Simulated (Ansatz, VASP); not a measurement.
# Al32O47 (F+ centre in corundum) in two plane-wave programs

Aim: how closely do two programs agree when they are given the same cell, functional and k mesh? The cell is taken from a series of runs on this material, whose earlier steps may have relaxed, scaled, displaced or heated it; both programs get it as it stands.

Calculated with Ansatz 0.2.0; plane waves, with VASP 6.6.1 beside it; single point at PBE0.

## (1) Starting point

The cell holds 79 atoms: 32 Al and 47 O. Its edges and angles: a = 10.362 Å, b = 10.362 Å, c = 10.362 Å, α = 55.3°, β = 55.3°, γ = 55.3°. It derives from Al2O3 (Al2O3 (R-3c)). Nearest the centre at fractional (0.375, 0.722, 0.528): Al13 at 2.00 Å, Al30 at 2.00 Å, Al12 at 2.10 Å, Al11 at 2.10 Å, O73 at 2.49 Å, O36 at 2.49 Å, O69 at 2.62 Å, O46 at 2.62 Å. The cell carries charge +1.

## (2) Ansatz: single point, PBE0

Ansatz runs on its default PAW (the set named soft_2) files.

With cell and atoms fixed, the geometry can't cause a difference; cores, projectors, grids and the points listed under the comparison can.

Contents of input.yaml:

```yaml
crystal:
  lattice:
    - [4.80871308, 2.77631179, 8.74900354]
    - [-4.80871308, 2.77631179, 8.74900354]
    - [0.0, -5.55262359, 8.74900354]
  atoms:
    - { symbol: Al, position: [0.175013916, 0.177893923, 0.174916498] }
    - { symbol: Al, position: [0.073770728, 0.074436747, 0.072118343] }
    - { symbol: Al, position: [0.323865962, 0.326888812, 0.323114773] }
    - { symbol: Al, position: [0.426367005, 0.426624849, 0.426752736] }
    - { symbol: O, position: [0.278204039, 0.472492231, 0.124526144] }
    - { symbol: O, position: [0.127813471, 0.275592306, 0.471250156] }
    - { symbol: O, position: [0.472612971, 0.129337737, 0.275049896] }
    - { symbol: O, position: [0.22571801, 0.020440954, 0.377875155] }
    - { symbol: O, position: [0.375, 0.221266493, 0.028733507] }
    - { symbol: O, position: [0.028586945, 0.3745773, 0.22247224] }
    - { symbol: Al, position: [0.176232729, 0.176587956, 0.675412601] }
    - { symbol: Al, position: [0.074499681, 0.07106287, 0.575250954] }
    - { symbol: Al, position: [0.324521383, 0.322969783, 0.824138112] }
    - { symbol: Al, position: [0.425478617, 0.425861888, 0.927030217] }
    - { symbol: O, position: [0.278195453, 0.474253097, 0.625236161] }
    - { symbol: O, position: [0.124381621, 0.279401116, 0.971278007] }
    - { symbol: O, position: [0.471795961, 0.125473856, 0.777507769] }
    - { symbol: O, position: [0.221999753, 0.027980501, 0.873243545] }
    - { symbol: O, position: [0.374762718, 0.222267758, 0.528121735] }
    - { symbol: O, position: [0.028489562, 0.3748196, 0.72159756] }
    - { symbol: Al, position: [0.176173426, 0.676904609, 0.175088369] }
    - { symbol: Al, position: [0.073265702, 0.574607173, 0.074451797] }
    - { symbol: Al, position: [0.319858326, 0.830214711, 0.313886227] }
    - { symbol: Al, position: [0.430141674, 0.936113773, 0.419785289] }
    - { symbol: O, position: [0.277387029, 0.974950104, 0.120662263] }
    - { symbol: O, position: [0.127268204, 0.777374285, 0.472790405] }
    - { symbol: O, position: [0.469154886, 0.626955918, 0.283388368] }
    - { symbol: O, position: [0.221760907, 0.528944234, 0.374664891] }
    - { symbol: O, position: [0.375237282, 0.721878265, 0.027732242] }
    - { symbol: O, position: [0.028648641, 0.875309146, 0.221762442] }
    - { symbol: Al, position: [0.163499839, 0.672135799, 0.684427603] }
    - { symbol: Al, position: [0.072884579, 0.5725136, 0.572595709] }
    - { symbol: Al, position: [0.323632995, 0.823247264, 0.823375151] }
    - { symbol: Al, position: [0.426134038, 0.926885227, 0.923111188] }
    - { symbol: O, position: [0.280845114, 0.966611632, 0.623044082] }
    - { symbol: O, position: [0.124856583, 0.778085852, 0.971769992] }
    - { symbol: O, position: [0.471804547, 0.624763839, 0.775746903] }
    - { symbol: O, position: [0.221322144, 0.528579675, 0.874650799] }
    - { symbol: O, position: [0.028612183, 0.873017771, 0.722480924] }
    - { symbol: Al, position: [0.676229272, 0.177881657, 0.175563253] }
    - { symbol: Al, position: [0.574986084, 0.075083502, 0.072106077] }
    - { symbol: Al, position: [0.823892016, 0.323105369, 0.324577231] }
    - { symbol: Al, position: [0.930472332, 0.423471022, 0.424902413] }
    - { symbol: O, position: [0.776665032, 0.472342051, 0.126440791] }
    - { symbol: O, position: [0.625143417, 0.278230008, 0.471914148] }
    - { symbol: O, position: [0.972979684, 0.124598752, 0.278327597] }
    - { symbol: O, position: [0.721351359, 0.028237558, 0.374690854] }
    - { symbol: O, position: [0.875, 0.222132117, 0.027867883] }
    - { symbol: O, position: [0.528000247, 0.376756455, 0.222019499] }
    - { symbol: Al, position: [0.676734298, 0.175548203, 0.675392827] }
    - { symbol: Al, position: [0.573826574, 0.074911631, 0.573095391] }
    - { symbol: Al, position: [0.825186428, 0.322488226, 0.824211174] }
    - { symbol: Al, position: [0.924813572, 0.425788826, 0.927511774] }
    - { symbol: O, position: [0.781894807, 0.471005755, 0.624238434] }
    - { symbol: O, position: [0.625618379, 0.278721993, 0.970598884] }
    - { symbol: O, position: [0.973334968, 0.123559209, 0.777657949] }
    - { symbol: O, position: [0.721413055, 0.02752776, 0.8754227] }
    - { symbol: O, position: [0.876263841, 0.220643928, 0.528374711] }
    - { symbol: O, position: [0.528677856, 0.375349201, 0.721420325] }
    - { symbol: Al, position: [0.675500319, 0.674749046, 0.17893713] }
    - { symbol: Al, position: [0.573767271, 0.574587399, 0.073412044] }
    - { symbol: Al, position: [0.824819592, 0.823980306, 0.322837026] }
    - { symbol: Al, position: [0.925180408, 0.927162974, 0.426019694] }
    - { symbol: O, position: [0.777020316, 0.971672403, 0.125401248] }
    - { symbol: O, position: [0.622731796, 0.777209595, 0.472625715] }
    - { symbol: O, position: [0.972020785, 0.624640005, 0.278535501] }
    - { symbol: O, position: [0.721387817, 0.527519076, 0.376982229] }
    - { symbol: O, position: [0.873736159, 0.721625289, 0.029356072] }
    - { symbol: O, position: [0.52428199, 0.872124845, 0.229559046] }
    - { symbol: Al, position: [0.677115421, 0.677404291, 0.6774864] }
    - { symbol: Al, position: [0.586500161, 0.565572397, 0.577864201] }
    - { symbol: Al, position: [0.819527668, 0.825097587, 0.826528978] }
    - { symbol: Al, position: [0.926107984, 0.925422769, 0.926894631] }
    - { symbol: O, position: [0.777979215, 0.971464499, 0.625359995] }
    - { symbol: O, position: [0.622186529, 0.778749844, 0.974407694] }
    - { symbol: O, position: [0.968105193, 0.625761566, 0.778994245] }
    - { symbol: O, position: [0.721510438, 0.52840244, 0.8751804] }
    - { symbol: O, position: [0.875, 0.722898502, 0.527101498] }
    - { symbol: O, position: [0.528239093, 0.875335109, 0.721055766] }
total_charge: 1
basis:
  ecutwfc: 420
  xc_grid: 2
hamiltonian:
  xc: pbe0
kpoints:
  mp_grid: { grid: [1, 1, 1] }
magnetization:
  spin_polarized: true
  initial_magnetization: 1
  spin_locking: { lock_magnetization: hard }
scf:
  occupations: { method: fermi_dirac, width: 0.01 }
  max_iter: 120
  n_extra_bands: 20
  lower_state_search: "off"
output:
  forces: true
  eigenvalues: true
checkpoint:
  read: "../relax.run"
  write: "../ground.run"
  compress: false
  write_wavefunctions: true
  write_every: 100000
```

Run with:

```bash
ansatz run input.yaml --threads 2 --pin off --max-ram 3768MiB --backend cpu --events-out ev --progress --plain --runs-dir out
```

Numbers of over 12 decimals in the logs are rounded to 6 here.

Log:

```text
Warning: the band count 209 (scf.n_extra_bands) hosts the net moment |M| = 1.0000 μB (N_el = 377) but caps the reachable moment at 2·n_bands − N_el = 41.0000 μB, below the 268 bands that the automatic rule leaves for it — a moment growing past the seed, or the majority channel's smearing tail, pins there with fewer empty majority states than that count leaves; raise or omit scf.n_extra_bands unless the cap is intended
Warning: checkpoint.read: hamiltonian.xc differs: saved pbe, current pbe0; the SCF iterates under this deck's functional from the saved state
scf.n_extra_bands = 20 over 189 filled bands (N_el = 377.0): the run solves 209 bands
Engine: ansatz 0.2.0, aarch64-unknown-linux-gnu
Pseudopotentials: kind: paw
Pseudopotential: Al, paw, valence charge 3, recommended cutoff 420 eV (normal), Al.paw.azcp
Pseudopotential: O, paw, valence charge 6, recommended cutoff 420 eV (normal), O.paw.azcp
Functional definition: PBE0
  parameter a = 0.25
  parameter kappa = 0.804
  parameter beta = 0.066725
  exchange = (1 - a)*pbe_x(kappa = kappa, mu = beta*pi^2/3) + a*exact_x
  correlation = pbe_c(beta = beta)
Crystal: 79 atoms, lattice volume = 700.821 Å³
Basis set: ecut = 420 eV, 13757 PW (Γ), exchange–correlation on 144×144×144 points (8 copies of the dense FFT grid, shifted against one another)
Bands: 209, of which v1, the nominal top of the filled ones, is band 189 counted from 1 (188 counted from 0)
Symmetry: 2 space group operations
Space group: C2 (ITA 5), of the structure as read, at distance tolerance 8.9e-5 Å
Magnetic group: BNS 5.13 (UNI 20), of the structure as read, at distance tolerance 8.9e-5 Å
k-points: 1
Non-local potential: Al, projectors of the file, l = 0: 2, l = 1: 2, l = 2: 1
Non-local potential: O, projectors of the file, l = 0: 2, l = 1: 2, l = 2: 1
PAW form: soft (Blöchl's): semilocal exchange-correlation on the pseudo side does not see the compensation charge
PAW frozen core: Al, regenerated for the run's functional, and the local potential with it (the file was generated under x = pbe(κ = 0.804, μ = 0.219515), c = pbe(β = 0.066725))
PAW frozen core: O, regenerated for the run's functional, and the local potential with it (the file was generated under x = pbe(κ = 0.804, μ = 0.219515), c = pbe(β = 0.066725))
PAW one-centre angular grid: Al, 110 points (default); XC on 64 Gauss nodes
PAW one-centre angular grid: O, 110 points (default); XC on 64 Gauss nodes
Initial density: read from a saved state, or passed on in memory by an earlier SCF of this step, an earlier step, the calling program or the single point that the run made first
Starting moments: Σ|m| = 1 μB on 79 of 79 sites; this step starts from the density that it was given
Initial wavefunctions: pseudopotential atomic-orbital guess
Functional: x = pbe(κ = 0.804, μ = 0.219515), c = pbe(β = 0.066725), warm-up for x = 0.75 pbe(κ = 0.804, μ = 0.219515) + 0.25 exact, c = pbe(β = 0.066725)
iter 1 solved again at ethr=2.82e-6 eV; its pass at ethr=1.00e-1 eV (dr2=1.06e-2 eV) is discarded
SCF iter   1: F=—  HF=-43995.263502 eV  |F-HF|=—  |Δ(HF+E_count)|=         —  Δρ=2.15e-4 (↑2.15e-4 ↓2.15e-4)  dr2=1.31e-3  dr2_m=2.76e-7  M=1.000 μB ∫|m|=1.041 μB  β_m=0.30  ethr=2.82e-6  ⟨swp⟩=20.0  Hψ=4437  notcnv=1  reapply=2
preconditioner: auto → none  [insulator: Δε(μ)=3.813 eV  Ē_g=14.974 eV  σ=0.010 eV  W_gap=1.00  n_scr=174 (ndim 8)  ℏωp=27.2 eV  f_vac=0.000  D(μ)=0.00/eV (n_scr^D=0)]
SCF iter   2: F=—  HF=-43995.263056 eV  |F-HF|=—  |Δ(HF+E_count)|=   4.46e-4  Δρ=9.92e-5 (↑9.92e-5 ↓9.81e-5)  dr2=2.66e-4  dr2_m=1.39e-7  M=1.000 μB ∫|m|=1.041 μB  β_m=0.41  ethr=3.48e-7  ⟨swp⟩=4.0  Hψ=963  notcnv=0
SCF iter   3: F=-43995.262909 eV  HF=-43995.262931 eV  |F-HF|=2.20e-5  |Δ(HF+E_count)|=   1.25e-4  Δρ=3.89e-5 (↑3.89e-5 ↓3.85e-5)  dr2=3.10e-5  dr2_m=2.10e-8  M=1.000 μB ∫|m|=1.041 μB  ethr=7.06e-8  ⟨swp⟩=3.0  Hψ=920  notcnv=0
SCF 1 stopped early in 3 iterations: F = -43995.262909 eV  dr2 = 3.10e-5
  greatest PAW one-centre occupation: 0.860 electrons in one spin orbital (limit 2), on the O atom at site 64 (counted from 0), in its partial waves of l = 0
Initial density: handed on by an earlier stage of this run
Initial wavefunctions: those handed on with the density
Functional: x = 0.75 pbe(κ = 0.804, μ = 0.219515) + 0.25 exact, c = pbe(β = 0.066725)
Frozen-core exchange: fock
SCF iter   1: F=—  HF=-44015.173777 eV  |F-HF|=—  |Δ(HF+E_count)|=         —  Δρ=3.54e-3 (↑3.54e-3 ↓3.54e-3)  dr2=2.05e-1  dr2_m=1.09e-4  M=1.000 μB ∫|m|=1.051 μB  β_m=0.30  ethr=8.21e-8  ⟨swp⟩=15.0  Hψ=2766  notcnv=0
preconditioner: auto → none  [insulator: Δε(μ)=5.639 eV  Ē_g=18.214 eV  σ=0.010 eV  W_gap=1.00  n_scr=174 (ndim 8)  ℏωp=27.2 eV  f_vac=0.000  D(μ)=0.00/eV (n_scr^D=0)]
[...]
E_nonlocal   = 2477.260079
  E_hartree    = 6053.047268
  E_xc         = -3723.033025
  E_vxc        = -4221.941211  (∫ρ·V_xc dr)
  E_exx        = -1220.457203  (= α·E_x^exact, valence–valence)
  E_paw        = -22297.047436  (= ΣΔE_a)
  E_vpaw       = -1472.476766  (= ΣTr[D̂ρ^β])
  E_aug_tail   = 0.117600  (compensation charges beyond the density's cutoff)
  E_ewald      = -18404.842382
  E_core_change = -2.600165  (= ΣΔE_core)
  E_smearing   = -0.000000  (= −TS)
  E_closure    = -0.000003  (closes the sum)
  E_deformation_potential = 18.019471  (in the stress; not in F)
  Σ components = -44015.236702   (vs F -44015.236702, Δ=7.28e-12)
--- Forces (eV/Å), atoms counted from 1 ---
  atom   1  Al    -0.01940166     0.01975004    -0.04417036
  atom   2  Al     0.00251043     0.00149519     0.03313083
  atom   3  Al    -0.00198471     0.00400621     0.03719328
  atom   4  Al     0.00226892     0.00438443    -0.03150718
  atom   5  O     -0.04358414     0.00020279     0.00056878
  atom   6  O      0.00863868    -0.03743016     0.00637151
  atom   7  O      0.04836944    -0.00242572    -0.01479479
  atom   8  O      0.05625761     0.01250564    -0.00691560
  atom   9  O     -0.02078128     0.03599422     0.00000000
  atom  10  O     -0.01458176    -0.04058881     0.00162053
  atom  11  Al    -0.01052045    -0.00014418    -0.02216013
  atom  12  Al    -0.00293614    -0.00970483     0.03751810
  atom  13  Al    -0.00197439    -0.00045525     0.02748265
  atom  14  Al     0.00138146     0.00148225    -0.02748265
  atom  15  O     -0.06275239    -0.02138183     0.00299621
  atom  16  O      0.02199619    -0.04073809     0.00237098
  atom  17  O      0.02161645     0.03784637    -0.00056878
  atom  18  O      0.04181527     0.00541883     0.00003746
  atom  19  O     -0.01965533     0.03579779    -0.00122529
  atom  20  O     -0.02451813    -0.02688215    -0.00804690
  atom  21  Al     0.00095639     0.00302248    -0.03564776
  atom  22  Al     0.00187631    -0.00133977     0.03543243
  atom  23  Al    -0.06224988     0.12061473    -0.07527580
  atom  24  Al    -0.07333048     0.11421734     0.07527580
[...]
atom  72  Al    -0.01286250    -0.00316623     0.03767260
  atom  73  Al     0.00274952     0.00119494    -0.03275780
  atom  74  O     -0.04788764     0.00193621     0.00088090
  atom  75  O      0.02809613    -0.02619640    -0.00637151
  atom  76  O      0.04541173     0.06119782     0.04418973
  atom  77  O      0.03553969     0.00779225     0.00804690
  atom  78  O     -0.01491652     0.02583618     0.00000000
  atom  79  O     -0.01072884    -0.04013049     0.00320438
  max |Σ_I F_I| component: 1.19e-5 eV/Å
--- Band table (eV) ---
  k-point 0 ↑: bands = [... 185 lower, 5.4962, 5.4992, 5.5497, 8.5259, 14.3280, 14.7598, 15.3309, 15.8657, ... 16 higher]
  k-point 0 ↓: bands = [... 185 lower, 5.5024, 5.5062, 5.5550, 11.7521, 14.4694, 15.7018, 16.0840, 16.3228, ... 16 higher]
```

[end of part 1 of 2]

[Lines on the potential files, build, host, timing and source positions are cut from VASP's logs without a mark.]

[Logs are printed without paths, hosts, clocks, repeated set-up lines and the standing remarks that a program may print on its own settings, such as how far it seeks lower states.]

[Hosts, paths, dates, database ids (printed as entryN), source tags and the programs' standing remarks are cut or masked in the printed files.]
